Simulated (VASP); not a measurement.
Given:

```
Mg3Sb2
1.0
    2.28000    -3.94908     0.00000
    2.28000     3.94908     0.00000
    0.00000     0.00000     7.23000
Mg Sb
3 2
Direct
  0.00000   0.00000   0.00000
  0.33333   0.66667   0.63400
  0.66667   0.33333   0.36600
  0.33333   0.66667   0.22800
  0.66667   0.33333   0.77200
```

The numbers are results of PBE GGA, VASP's PBE PAW potentials (set 64) (plane waves; VASP 6.6.1), not measurements. Run with 300 eV cut-off, 5×5×3 Γ-centred mesh, Fermi-Dirac smearing of 0.020 eV, potentials Mg Sb.

Task: Give the force on each atom (eV/Å).

Result: 
```csv
atom,Fx,Fy,Fz
Mg1,0.000,0.000,0.000
Mg2,0.000,0.000,-0.046
Mg3,0.000,0.000,0.046
Sb4,0.000,0.000,-0.145
Sb5,0.000,0.000,0.145
```

Task: Give the stress tensor in GPa (positive for a compressed cell).

Result: 
```
1.30  0.00  0.00
0.00  1.30  0.00
0.00  0.00  0.89
```
The pressure is its mean diagonal, 1.16 GPa.

The structure is a typed Mg3Sb2 crystal (P-3m1). The cell was not relaxed at this level.
